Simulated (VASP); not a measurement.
A convergence study with VASP on LiCl (space group Fm-3m): one setting is varied, all else stays as given below, so the limit is that of these other settings. Each run relaxes cell and ions from the cell shown. The basis is that of the starting cell, so low cut-offs carry a Pulay error.

```yaml
crystal:
  lattice:
    - [0.00000, 2.57771, 2.57771]
    - [2.57771, 0.00000, 2.57771]
    - [2.57771, 2.57771, 0.00000]
  atoms:
    - { symbol: Li, position: [0.00000, 0.00000, 0.00000] }
    - { symbol: Cl, position: [0.50000, 0.50000, 0.50000] }
```

These are PBEsol GGA, VASP's PBE PAW potentials (set 64) (plane waves; VASP 6.6.1) values and carry that method's errors. The tightest run used: 800 eV cut-off, 8×8×8 Γ-centred mesh, Fermi-Dirac smearing of 0.050 eV, potentials Li_sv Cl.

Gaps are read on the run's mesh, which can miss a band edge.

The settings run are ENCUT = 200; ENCUT = 240; ENCUT = 280; ENCUT = 340; ENCUT = 400; ENCUT = 480; ENCUT = 600; ENCUT = 800. From which on does the relaxed volume stay within 0.1 Å³/atom of the tightest run?

From ENCUT = 480 on: it is off by 0.008 there and by no more than 0.1 in any finer run, while ENCUT = 400 is off by 0.318.
```json
[
 {"setting": "ENCUT = 200", "relaxed volume (Å³/atom)": "13.838", "E (eV/atom)": "-6.1833", "gap on the mesh (eV)": "6.652", "plane waves": "229", "difference judged (Å³/atom)": "2.388"},
 {"setting": "ENCUT = 240", "relaxed volume (Å³/atom)": "14.718", "E (eV/atom)": "-4.9848", "gap on the mesh (eV)": "6.627", "plane waves": "303", "difference judged (Å³/atom)": "1.508"},
 {"setting": "ENCUT = 280", "relaxed volume (Å³/atom)": "15.044", "E (eV/atom)": "-4.3194", "gap on the mesh (eV)": "6.622", "plane waves": "380", "difference judged (Å³/atom)": "1.182"},
 {"setting": "ENCUT = 340", "relaxed volume (Å³/atom)": "15.450", "E (eV/atom)": "-3.9536", "gap on the mesh (eV)": "6.625", "plane waves": "531", "difference judged (Å³/atom)": "0.776"},
 {"setting": "ENCUT = 400", "relaxed volume (Å³/atom)": "15.908", "E (eV/atom)": "-3.8488", "gap on the mesh (eV)": "6.559", "plane waves": "636", "difference judged (Å³/atom)": "0.318"},
 {"setting": "ENCUT = 480", "relaxed volume (Å³/atom)": "16.234", "E (eV/atom)": "-3.8216", "gap on the mesh (eV)": "6.362", "plane waves": "869", "difference judged (Å³/atom)": "0.008"},
 {"setting": "ENCUT = 600", "relaxed volume (Å³/atom)": "16.206", "E (eV/atom)": "-3.8203", "gap on the mesh (eV)": "6.369", "plane waves": "1162", "difference judged (Å³/atom)": "0.019"},
 {"setting": "ENCUT = 800", "relaxed volume (Å³/atom)": "16.226", "E (eV/atom)": "-3.8190", "gap on the mesh (eV)": "6.353", "plane waves": "1807", "difference judged (Å³/atom)": "0.000"}
]
```

Left out are rungs that failed or repeat a setting and relaxations that didn't move; long series are thinned to 24 rows.

The structure is a typed LiCl crystal (space group no. 225).
